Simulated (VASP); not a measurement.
BN, 4 atoms in the cell. It takes space group P6_3/mmc (No. 194, hexagonal). The conventional cell has a = 2.481 Å, b = 2.481 Å, c = 7.110 Å, α = 90.00°, β = 90.00°, γ = 120.00°. B (site symmetry -6m2) is surrounded by 3 N at 1.43 Å. N (site symmetry -6m2) has 3 B at 1.43 Å as nearest neighbours.  The cell isn't the ideal one: a relaxed cell with its volume scaled by 0.97.

```yaml
Program: VASP 6.6.1
Task: relaxation of shape and atoms at fixed volume
Functional: PBE
Dispersion: D3(BJ)
Potentials_or_basis: VASP PAW PBE potentials, release 64 (B, N)
Cutoff: 520 eV
k_mesh: 3 × 3 × 1
Occupations: gaussian, width 0.02 eV
Spin: no spin polarisation
Further_INCAR_settings: ALGO = Normal; EDIFF = 1e-07; IBRION = 2; EDIFFG = -0.002; NSW = 80; ISIF = 4
```

Potentials or basis: VASP PAW PBE potentials, release 64 (B, N).

The run is started by

```console
$ cat potpaw_PBE.64/B/POTCAR potpaw_PBE.64/N/POTCAR > POTCAR
$ mpirun -np 1 vasp_std > vasp.out
```

Hardware: 1 thread of Intel(R) Xeon(R) Platinum 8259CL CPU @ 2.50GHz (Skylake/Cascade Lake), with other jobs on the host.

Q: Estimate the wall time of this run.

A: It took 8 s on 1 thread of Intel(R) Xeon(R) Platinum 8259CL CPU @ 2.50GHz (Skylake/Cascade Lake), on a shared host, peak memory 0.15 GiB. Counts: scf iterations 30, k points 3, ion steps 3.
